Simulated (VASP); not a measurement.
Consider the following.

```
CELL_PARAMETERS angstrom
      1.62217    -2.80968     0.00000
      1.62217     2.80968     0.00000
      0.00000     0.00000     5.16901
ATOMIC_POSITIONS crystal
  Mg 0.33333 0.66667 0.25000
  Mg 0.66667 0.33333 0.75000
```

Computed with RPBE GGA, VASP's PBE PAW potentials (set 64) (plane waves; VASP). Numerical set-up: 520 eV cut-off, Gaussian smearing of 0.050 eV, potentials Mg.

Give the energies of bands 1 to 5 at the high-symmetry points, in eV from the Fermi level.

```
band      Γ      M      K      A      L     H
----  -----  -----  -----  -----  -----  ----
1     -6.87  -2.21  -0.72  -5.47  -1.16  0.10
2     -1.62  -2.21  -0.71  -5.47  -1.16  0.10
3     -1.09   2.60  -0.71   5.20  -0.51  0.59
4     10.56   2.97   4.03   5.20  -0.51  0.59
5     10.56   3.31   4.03  11.32   7.74  1.42
```

It has no gap at this level: it comes out as a metal or semimetal.

The compound is Mg in the hcp structure. It was relaxed first.
